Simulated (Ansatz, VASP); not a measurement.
**WS2 (Tungstenite) in two plane-wave programs**

Aim: how closely do two programs agree when they are given the same cell, functional and k mesh? The cell is taken from a series of runs on this material, whose earlier steps may have relaxed, scaled, displaced or heated it; both programs get it as it stands.

Program: Ansatz 0.2.0. Level of theory: plane waves, with VASP 6.6.1 beside it; single point at HSE06 with D3(BJ). Results are calculated unless marked as measured.

### Step 1. The starting structure

Symmetry: P6_3/mmc, No. 194, hexagonal system. The conventional cell has a = 3.180 Å, b = 3.180 Å, c = 18.500 Å, α = 90.00°, β = 90.00°, γ = 120.00°. Nearest to W lie 6 S at 2.41 Å. Nearest to S lie 3 W at 2.41 Å. Farther neighbours and most contacts between anions are not listed.

### Step 2. Ansatz: single point, HSE06 with D3(BJ)

Ansatz runs on PAW files that the input asks for by source.

With cell and atoms fixed, the geometry can't cause a difference; cores, projectors, grids and the points listed under the comparison can.

File input.yaml:

```yaml
crystal:
  lattice:
    - [3.18, 0.0, 0.0]
    - [-1.59, 2.753960784, 0.0]
    - [0.0, 0.0, 18.5]
  atoms:
    - { symbol: W, position: [0.3333333333, 0.6666666667, 0.0878378378] }
    - { symbol: W, position: [0.6666666667, 0.3333333333, 0.5878378378] }
    - { symbol: S, position: [0.3333333333, 0.6666666667, 0.5033783784] }
    - { symbol: S, position: [0.6666666667, 0.3333333333, 0.0033783784] }
    - { symbol: S, position: [0.3333333333, 0.6666666667, 0.6722972973] }
    - { symbol: S, position: [0.6666666667, 0.3333333333, 0.1722972973] }
kpoints:
  mp_grid: { grid: [4, 4, 2] }
hamiltonian:
  xc: hse06
  pseudopotentials: { kind: paw, source: ansatz }
  dispersion: d3bj
scf:
  occupations: { method: fixed }
  n_extra_bands: 6
  convergence: { dr2_threshold: 1.0e-09 }
output:
  eigenvalues: true
```

Command:

```bash
> ansatz run input.yaml --threads 16 --pin off --max-ram 73728MiB --backend cpu --events-out ev --progress --plain --runs-dir out
```

Numbers of over 12 decimals in the logs are rounded to 6 here.

Log:

```text
scf.n_extra_bands = 6 over 40 filled bands (N_el = 80.0): the run solves 46 bands
Engine: ansatz 0.2.0, aarch64-unknown-linux-gnu
Pseudopotentials: kind: paw
Pseudopotential: W, paw, valence charge 28, recommended cutoff 760 eV (normal), W.paw.azcp
Pseudopotential: S, paw, valence charge 6, recommended cutoff 510 eV (normal), S.paw.azcp
Functional definition: HSE06
  parameter a = 0.25
  parameter omega = 0.11/bohr
  exchange = pbe_x - a*pbe_x_sr(omega) + a*exact_x_sr(omega)
  correlation = pbe_c
davidson cushion auto → on  (no smearing: the cushion is to keep the highest requested band from converging to the state above it; pin scf.eigensolver.cushion to override)
Crystal: 6 atoms, lattice volume = 162.016 Å³
Basis set: ecut = 760 eV, 7661 PW (Γ)
Bands: 46, of which v1, the nominal top of the filled ones, is band 40 counted from 1 (39 counted from 0)
Symmetry: 24 space group operations
Space group: P63/mmc (ITA 194), of the structure as read, at distance tolerance 5.5e-5 Å
k-points: 8 of 32
Non-local potential: W, projectors of the file, l = 0: 3, l = 1: 3, l = 2: 2, l = 3: 3
Non-local potential: S, projectors of the file, l = 0: 2, l = 1: 2, l = 2: 2
PAW form: soft (Blöchl's): semilocal exchange-correlation on the pseudo side does not see the compensation charge
PAW frozen core: W, regenerated for the run's functional, and the local potential with it (the file was generated under x = pbe(κ = 0.804, μ = 0.219515), c = pbe(β = 0.066725))
PAW frozen core: S, regenerated for the run's functional, and the local potential with it (the file was generated under x = pbe(κ = 0.804, μ = 0.219515), c = pbe(β = 0.066725))
PAW one-centre angular grid: W, 590 points (default); XC on 96 Gauss nodes
PAW one-centre angular grid: S, 110 points (default); XC on 64 Gauss nodes
Initial density: superposition of atomic densities (neutral atoms: chi_scale 0, normalization atom)
Initial wavefunctions: pseudopotential atomic-orbital guess
Functional: x = pbe(κ = 0.804, μ = 0.219515), c = pbe(β = 0.066725), warm-up for x = pbe(κ = 0.804, μ = 0.219515) + 0.25 (exact − pbe) at short range (hse, ω = 0.207870 Å⁻¹), c = pbe(β = 0.066725); HSE06 as pw.x's `hse` composes it (authors' and Libxc's form: `xc: wpbeh`)
SCF iter   1: F=—  HF=-39378.147513 eV  |F-HF|=—  |Δ(HF+E_count)|=         —  Δρ=3.72e-2  dr2=2.44e0  ethr=1.00e-1  ⟨swp⟩=4.5  Hψ=1047  notcnv=0
preconditioner: auto → none  [insulator: Δε(μ)=2.257 eV  Ē_g=18.166 eV  n_scr=44 (ndim 8)  ℏωp=23.3 eV  f_vac=0.349]
SCF iter   2: F=—  HF=-39378.020030 eV  |F-HF|=—  |Δ(HF+E_count)|=   1.27e-1  Δρ=1.99e-2  dr2=1.20e0  ethr=3.05e-3  ⟨swp⟩=4.8  Hψ=1113  notcnv=0
SCF iter   3: F=—  HF=-39378.055558 eV  |F-HF|=—  |Δ(HF+E_count)|=   3.55e-2  Δρ=1.73e-2  dr2=1.40e0  ethr=1.50e-3  ⟨swp⟩=4.0  Hψ=976  notcnv=0
iter 4 solved again at ethr=3.31e-5 eV; its pass at ethr=1.50e-3 eV (dr2=2.65e-2 eV) is discarded
SCF iter   4: F=—  HF=-39377.833721 eV  |F-HF|=—  |Δ(HF+E_count)|=   2.22e-1  Δρ=5.85e-3  dr2=2.57e-2  ethr=3.31e-5  ⟨swp⟩=4.0  Hψ=1860  notcnv=0
SCF iter   5: F=—  HF=-39377.833043 eV  |F-HF|=—  |Δ(HF+E_count)|=   6.78e-4  Δρ=9.41e-4  dr2=7.76e-4  ethr=3.22e-5  ⟨swp⟩=3.0  Hψ=850  notcnv=0
SCF iter   6: F=-39377.833177 eV  HF=-39377.833190 eV  |F-HF|=1.34e-5  |Δ(HF+E_count)|=   1.47e-4  Δρ=2.72e-4  dr2=5.27e-5  ethr=9.70e-7  ⟨swp⟩=4.1  Hψ=1257  notcnv=0  defer=1
SCF 1 stopped early in 6 iterations: F = -39377.833177 eV  dr2 = 5.27e-5
  greatest PAW one-centre occupation: 0.998 electrons in one spin orbital (limit 2), on the W atom at site 1 (counted from 0), in its partial waves of l = 3
Initial density: handed on by an earlier stage of this run
Initial wavefunctions: those handed on with the density
Functional: x = pbe(κ = 0.804, μ = 0.219515) + 0.25 (exact − pbe) at short range (hse, ω = 0.207870 Å⁻¹), c = pbe(β = 0.066725); HSE06 as pw.x's `hse` composes it (authors' and Libxc's form: `xc: wpbeh`)
Exchange kernel: α = 0.2500, screened, ω = 0.2079 Å⁻¹, Wigner–Seitz truncation, v(0) = 1002.6507 eV·Å³, q-mesh 4×4×2, nearest image of the exchange supercell L = 12.72 Å, pair-density grid 25×25×180, without the augmentation charges, whose exchange is taken in its separable form by FFT convolution over the k-point mesh (the finest that the files' search goes to), smooth part of the exact exchange by density-matrix convolution
Frozen-core exchange: fock
SCF iter   1: F=—  HF=-39381.124766 eV  |F-HF|=—  |Δ(HF+E_count)|=         —  Δρ=7.58e-3  dr2=6.71e-2  ethr=6.59e-7  ⟨swp⟩=7.5  Hψ=2029  notcnv=0
preconditioner: auto → none  [insulator: Δε(μ)=2.886 eV  Ē_g=9.813 eV  n_scr=44 (ndim 8)  ℏωp=17.5 eV  f_vac=0.366]
SCF iter   2: F=—  HF=-39381.071028 eV  |F-HF|=—  |Δ(HF+E_count)|=   5.37e-2  Δρ=1.69e-3  dr2=5.39e-3  ethr=6.59e-7  ⟨swp⟩=5.4  Hψ=1599  notcnv=0
SCF iter   3: F=—  HF=-39381.092069 eV  |F-HF|=—  |Δ(HF+E_count)|=   2.10e-2  Δρ=1.14e-3  dr2=2.74e-3  ethr=6.59e-7  ⟨swp⟩=4.6  Hψ=1478  notcnv=0
[...]
SCF iter   5: F=—  HF=-39381.091511 eV  |F-HF|=—  |Δ(HF+E_count)|=   5.43e-4  Δρ=1.77e-4  dr2=4.54e-5  ethr=6.31e-8  ⟨swp⟩=4.2  Hψ=1163  notcnv=0
SCF iter   6: F=-39381.091498 eV  HF=-39381.091498 eV  |F-HF|=7.49e-7  |Δ(HF+E_count)|=   1.28e-5  Δρ=3.45e-5  dr2=3.15e-6  ethr=5.41e-8  ⟨swp⟩=3.0  Hψ=894  notcnv=0
SCF 2 stopped early in 6 iterations: F = -39381.091498 eV  dr2 = 3.15e-6
hybrid outer 1: dexx = +2.551e-2 eV, tail = 3.04e-4 eV
Exchange kernel: α = 0.2500, screened, ω = 0.2079 Å⁻¹, Wigner–Seitz truncation, v(0) = 1002.6507 eV·Å³, q-mesh 4×4×2, nearest image of the exchange supercell L = 12.72 Å, pair-density grid 25×25×180, without the augmentation charges, whose exchange is taken in its separable form by FFT convolution over the k-point mesh (the finest that the files' search goes to), smooth part of the exact exchange by density-matrix convolution
Frozen-core exchange: fock
SCF iter   1: F=—  HF=-39381.091173 eV  |F-HF|=—  |Δ(HF+E_count)|=         —  Δρ=7.11e-5  dr2=2.43e-5  ethr=1.90e-6  ⟨swp⟩=2.0  Hψ=816  notcnv=0
preconditioner: auto → none  [insulator: Δε(μ)=2.918 eV  Ē_g=9.776 eV  n_scr=44 (ndim 8)  ℏωp=17.5 eV  f_vac=0.366]
SCF iter   2: F=—  HF=-39381.091171 eV  |F-HF|=—  |Δ(HF+E_count)|=   1.16e-6  Δρ=2.65e-5  dr2=2.38e-6  ethr=2.55e-8  ⟨swp⟩=4.0  Hψ=1077  notcnv=0
SCF iter   3: F=—  HF=-39381.091172 eV  |F-HF|=—  |Δ(HF+E_count)|=   9.65e-7  Δρ=1.06e-5  dr2=3.43e-7  ethr=2.60e-9  ⟨swp⟩=4.0  Hψ=955  notcnv=0
SCF iter   4: F=—  HF=-39381.091172 eV  |F-HF|=—  |Δ(HF+E_count)|=   5.83e-8  Δρ=4.18e-6  dr2=6.51e-8  ethr=3.16e-10  ⟨swp⟩=3.2  Hψ=951  notcnv=0
SCF iter   5: F=—  HF=-39381.091172 eV  |F-HF|=—  |Δ(HF+E_count)|=   8.87e-8  Δρ=4.61e-6  dr2=1.11e-7  ethr=5.55e-11  ⟨swp⟩=3.8  Hψ=1007  notcnv=0
SCF iter   6: F=—  HF=-39381.091172 eV  |F-HF|=—  |Δ(HF+E_count)|=   2.22e-8  Δρ=1.02e-6  dr2=5.75e-9  ethr=5.55e-11  ⟨swp⟩=3.0  Hψ=926  notcnv=0
iter 7 solved again at ethr=1.00e-12 eV; its pass at ethr=6.76e-12 eV (dr2=6.07e-11 eV) is discarded
SCF iter   7: F=-39381.091172 eV  HF=-39381.091172 eV  |F-HF|=5.82e-11  |Δ(HF+E_count)|=  6.98e-10  Δρ=2.36e-7  dr2=5.18e-10  ethr=1.63e-12 (applied; sched 1.00e-12)  ⟨swp⟩=2.0  Hψ=1775  notcnv=0
SCF 3 converged in 7 iterations: F = -39381.091172 eV  dr2 = 5.18e-10
hybrid outer 2: dexx = +1.704e-6 eV, tail = 2.48e-8 eV, Δε = 3.81e-3 eV (about 8.92e-5 eV left of the loop's levels)
hybrid SCF converged: 2 outer / 13 inner (+6 warm-up), last move |dexx| = 1.70e-6 eV, tail = 2.48e-8 eV
Stability not checked: this state was not tested for a lower state beside it, because the functional holds exact exchange (a hybrid, or Hartree-Fock), whose exchange loop this test does not read (fock_operator; see scf.lower_state_search)
Free energy (F): -39381.091172 eV
Frozen-core exchange: fock
Harris-Foulkes:  -39381.091172 eV  (|F-HF|=5.82e-11)
Internal energy: -39381.091172 eV  (E = F + TS)
E sigma→0 (E₀):  -39381.091172 eV
Fermi energy:    5.974013 eV
--- Per-component energies (eV) ---
  E_band       = -1447.006629
  E_kinetic    = 1956.591221
  E_local      = -41872.421989  (includes V_loc(G=0)·N_el)
  E_nonlocal   = 3546.837444
  E_hartree    = 16993.501798
  E_xc         = -689.826139
  E_vxc        = -770.468217  (∫ρ·V_xc dr)
  E_exx        = -310.893853  (= α·E_x^exact, valence–valence)
  E_paw        = -17360.561525  (= ΣΔE_a)
  E_vpaw       = 2327.239144  (= ΣTr[D̂ρ^β])
  E_aug_tail   = -0.000077  (compensation charges beyond the density's cutoff)
  E_ewald      = -1641.766970
  E_disp       = -2.279182  (pairwise vdW)
  E_core_change = -0.271901  (= ΣΔE_core)
  E_smearing   = -0.000000  (= −TS)
  E_closure    = -0.000000  (closes the sum)
  Σ components = -39381.091172   (vs F -39381.091172, Δ=-7.28e-12)
--- Band table (eV; the first three rows and the last of 8) ---
  k-point 0: bands = [... 36 lower, 4.0944, 4.0944, 5.9082, 5.9740, 9.5977, 9.5977, 9.5978, 9.5978, ... 2 higher]
  k-point 1: bands = [... 36 lower, 4.0944, 4.0944, 5.9415, 5.9415, 9.5978, 9.5978, 9.5978, 9.5978, ... 2 higher]
  k-point 2: bands = [... 36 lower, 3.9833, 4.0041, 4.9801, 4.9866, 8.8918, 8.9908, 9.1881, 9.1885, ... 2 higher]
  k-point 7: bands = [... 36 lower, 3.6813, 3.6813, 5.2847, 5.2847, 8.9932, 8.9932, 10.0396, 10.0396, ... 2 higher]
```

### Step 3. VASP: single point, HSE06 with D3(BJ)

The same cell, functional and mesh now go to VASP, with its own data sets.

Lines of VASP's logs that name or quote its potential files are left out, and so is its time.

The run reads the wave functions of an earlier VASP run, which isn't shown here.

File INCAR:

```
SYSTEM = WS2
PREC = Accurate
ENCUT = 400
EDIFF = 1E-06
NELM = 100
ISMEAR = 0
SIGMA = 0.01
LREAL = .FALSE.
ALGO = Normal
LHFCALC = .TRUE.
AEXX = 0.25
GGA = PE
HFSCREEN = 0.208
IVDW = 12
VDW_S6 = 1
VDW_S8 = 2.31
VDW_A1 = 0.383
VDW_A2 = 5.685
LASPH = .TRUE.
NBANDS = 24
PRECFOCK = Fast
LORBIT = 11
LWAVE = .FALSE.
LCHARG = .FALSE.
KPAR = 4
NCORE = 2
ISIF = 2
```

File POSCAR:

```
WS2
1.0
    3.1800000000      0.0000000000      0.0000000000
   -1.5900000000      2.7539607840      0.0000000000
    0.0000000000      0.0000000000     18.5000000000
W S
2 4
Direct
    0.3333333333      0.6666666667      0.0878378378
    0.6666666667      0.3333333333      0.5878378378
    0.3333333333      0.6666666667      0.5033783784
    0.6666666667      0.3333333333      0.0033783784
    0.3333333333      0.6666666667      0.6722972973
    0.6666666667      0.3333333333      0.1722972973
```

File KPOINTS:

```
Automatic mesh
0
Gamma
4 4 2
0 0 0
```

Potentials, in the order of the species: W and S (PBE family, release 64).

Command:

```bash
> mpirun -np 8 vasp_std
```

Log:

```text
[banner, memory and clock lines left out]
running    8 mpi-ranks, on    1 nodes
 distrk:  each k-point on    2 cores,    4 groups
 distr:  one band on    2 cores,    1 groups

 POSCAR found type information on POSCAR W S
 POSCAR found :  2 types and       6 ions
 LDA part: xc-table for (Slater+PW92), standard interpolation
 found WAVECAR, reading the header
 POSCAR, INCAR and KPOINTS ok, starting setup
 FFT: planning ... GRIDC
 FFT: planning ... GRID_SOFT
 FFT: planning ... GRID
 reading WAVECAR
 the WAVECAR file was read successfully
 initial charge from wavefunction
 entering main loop
       N       E                     dE             d eps       ncg     rms          rms(c)
DAV:   1    -0.565764398106E+02   -0.56576E+02   -0.18317E+00   400   0.143E+01    0.124E+01
DAV:   2    -0.565731514974E+02    0.32883E-02   -0.54447E-02   424   0.127E+00    0.725E+00
DAV:   3    -0.565710174450E+02    0.21341E-02   -0.14241E-02   488   0.636E-01    0.420E+00
DAV:   4    -0.565699085861E+02    0.11089E-02   -0.15139E-03   448   0.239E-01    0.252E+00
DAV:   5    -0.565696965917E+02    0.21199E-03   -0.11837E-03   448   0.166E-01    0.150E+00
DAV:   6    -0.565696793529E+02    0.17239E-04   -0.16607E-04   480   0.817E-02    0.851E-01
DAV:   7    -0.565696670900E+02    0.12263E-04   -0.43884E-05   512   0.393E-02    0.493E-01
DAV:   8    -0.565696678713E+02   -0.78133E-06   -0.86067E-06   472   0.163E-02
   1 F= -.58848429E+02 E0= -.58848429E+02  d E =-.101216E-12
```

From OUTCAR (step 3):

```text
ion  position               nearest neighbor table
   1  0.333  0.667  0.088-   4 2.41   4 2.41   4 2.41   6 2.41   6 2.41   6 2.41
   2  0.667  0.333  0.588-   3 2.41   3 2.41   3 2.41   5 2.41   5 2.41   5 2.41
   3  0.333  0.667  0.503-   2 2.41   2 2.41   2 2.41
   4  0.667  0.333  0.003-   1 2.41   1 2.41   1 2.41
   5  0.333  0.667  0.672-   2 2.41   2 2.41   2 2.41
   6  0.667  0.333  0.172-   1 2.41   1 2.41   1 2.41

  LATTYP: Found a hexagonal cell.
 ALAT       =     3.1800000000
 C/A-ratio  =     5.8176100629

 Subroutine GETGRP returns: Found 24 space group operations
 (whereof  6 operations were pure point group operations)

The static configuration has the point symmetry C_3v.
 The point group associated with its full space group is D_6h.

 Found      8 irreducible k-points:

   k-points           NKPTS =      8   k-points in BZ     NKDIM =     32   number of bands    NBANDS=     24

   dimension x,y,z NGX =    24 NGY =   24 NGZ =  126
   dimension x,y,z NGXF=    48 NGYF=   48 NGZF=  252

   ENCUT  =  400.0 eV  29.40 Ry    5.42 a.u.   5.19  5.19 30.17*2*pi/ulx,y,z

   NELECT =      36.0000    total number of electrons

 k-points in reciprocal lattice and weights: Automatic mesh
   0.00000000  0.00000000  0.00000000       0.031
   0.25000000  0.00000000  0.00000000       0.188
   0.50000000  0.00000000  0.00000000       0.094
   0.25000000  0.25000000  0.00000000       0.188
   0.00000000  0.00000000  0.50000000       0.031
   0.25000000  0.00000000  0.50000000       0.188
   0.50000000  0.00000000  0.50000000       0.094
   0.25000000  0.25000000  0.50000000       0.188

  exchange ACFDT corr.  =         0.00000000  see jH, gK, PRB 81, 115126

 average (electrostatic) potential at core
       1 -39.7882       2 -39.7882       3 -86.1622       4 -86.1622       5 -86.1622
       6 -86.1622

 E-fermi :   1.4388

 k-point     1 :       0.0000    0.0000    0.0000
  band No.  band energies     occupation
    ...
     14      -0.4338      2.00000
     15      -0.4338      2.00000
     16      -0.4338      2.00000
     17       1.3281      2.00000
     18       1.3927      2.00000
     19       5.0574      0.00000
     20       5.0574      0.00000
     21       5.0577      0.00000
     22       5.0593      0.00000
     23       5.1973      0.00000
    ...

 k-point     2 :       0.2500    0.0000    0.0000
  band No.  band energies     occupation
    ...
     14      -0.9422      2.00000
     15      -0.5517      2.00000
     16      -0.5309      2.00000
     17       0.4153      2.00000
     18       0.4218      2.00000
     19       4.3369      0.00000
     20       4.4346      0.00000
     21       4.6300      0.00000
     22       4.6304      0.00000
     23       5.3208      0.00000
    ...

 k-point     3 :       0.5000    0.0000    0.0000
  band No.  band energies     occupation
    ...
     14      -1.0899      2.00000
     15      -0.0965      2.00000
     16      -0.0963      2.00000
     17       0.2937      2.00000
     18       0.2940      2.00000
     19       4.9444      0.00000
     20       4.9445      0.00000
     21       5.4319      0.00000
     22       5.4393      0.00000
     23       6.3468      0.00000
    ...

 Edisp (eV)   -2.27876

  Total      -5.75497    -5.75497    -4.32768    -0.00000    -0.00000     0.00000
  in kB     -56.91107   -56.91107   -42.79657    -0.00000    -0.00000     0.00000
  external pressure =      -52.21 kB  Pullay stress =        0.00 kB

  energy-cutoff  :      400.00
  volume of cell :      162.02
      direct lattice vectors                 reciprocal lattice vectors
     3.180000000  0.000000000  0.000000000     0.314465409  0.181556688  0.000000000
    -1.590000000  2.753960784  0.000000000     0.000000000  0.363113377  0.000000000
     0.000000000  0.000000000 18.500000000     0.000000000  0.000000000  0.054054054

 POSITION                                       TOTAL-FORCE (eV/Angst)
 -----------------------------------------------------------------------------------
     -0.00000      1.83597      1.62500        -0.000000     -0.000000      0.000000
      1.59000      0.91799     10.87500         0.000000      0.000000      0.000000
     -0.00000      1.83597      9.31250         0.000000      0.000000      0.581539
      1.59000      0.91799      0.06250        -0.000000     -0.000000      0.581539
     -0.00000      1.83597     12.43750         0.000000     -0.000000     -0.581539
      1.59000      0.91799      3.18750        -0.000000      0.000000     -0.581539
 -----------------------------------------------------------------------------------
    total drift:                                0.000002     -0.000000     -0.000085

  FREE ENERGIE OF THE ION-ELECTRON SYSTEM (eV)
  ---------------------------------------------------
  free  energy   TOTEN  =       -58.8484293241 eV

  energy  without entropy=      -58.8484293241  energy(sigma->0) =      -58.84842932

 total charge
# of ion       s       p       d       tot
------------------------------------------
    1        0.651   0.726   4.449   5.825
    2        0.651   0.726   4.449   5.825
    3        1.354   2.365   0.000   3.719
    4        1.354   2.365   0.000   3.719
    5        1.354   2.365   0.000   3.719
    6        1.354   2.365   0.000   3.719
--------------------------------------------------
tot          6.718  10.909   8.897  26.525

[... 3 further parts left out ...]
```

The run ends at a pressure of -5.22 GPa, with forces up to 0.58 eV/Å.

### Step 4. Differences

Known differences besides the potentials themselves: exact exchange at q = 0 is treated differently, which shows on coarse meshes; VASP keeps PBE cores, Ansatz makes them for the functional; fixed occupations in Ansatz, narrow Gaussian smearing in VASP; the data sets hold 80 valence electrons in Ansatz (on PAW files that the input asks for by source) and 36 in VASP; the cutoff is 760 eV in Ansatz and 400 eV in VASP; VASP takes a coarser grid for exact exchange (PRECFOCK = Fast). Total energies have different zeros and are not compared.

Both answers:

| quantity | Ansatz | VASP | difference |
| --- | --- | --- | --- |
| gap on the k mesh (eV) | 2.918 | 2.944 | -0.026 |

A gap on the mesh is an upper bound, since the band edges may lie between its points; neither run holds spin-orbit coupling, which can move the band edges of a compound of W.

### Step 5. Summary of results

```json
{"difference in gap on the k mesh (single point, HSE06 with D3(BJ))": "-0.026 eV"}
```

**Reading.** The difference in gap on the k mesh is -0.026 eV (single point, HSE06 with D3(BJ)), within the 0.08 eV picked in this series as the mark of a large difference. The data sets hold unlike numbers of valence electrons (80 in Ansatz and 36 in VASP), so part of the differences comes from the potentials. Such differences can come from data sets, numerical settings and the points named under the comparisons, not from the functional's error against experiment.

[Lines on the potential files, build, host, timing and source positions are cut from VASP's logs without a mark.]

[Logs are printed without paths, hosts, clocks, repeated set-up lines and the standing remarks that a program may print on its own settings, such as how far it seeks lower states.]

[Hosts, paths, dates, database ids (printed as entryN), source tags and the programs' standing remarks are cut or masked in the printed files.]
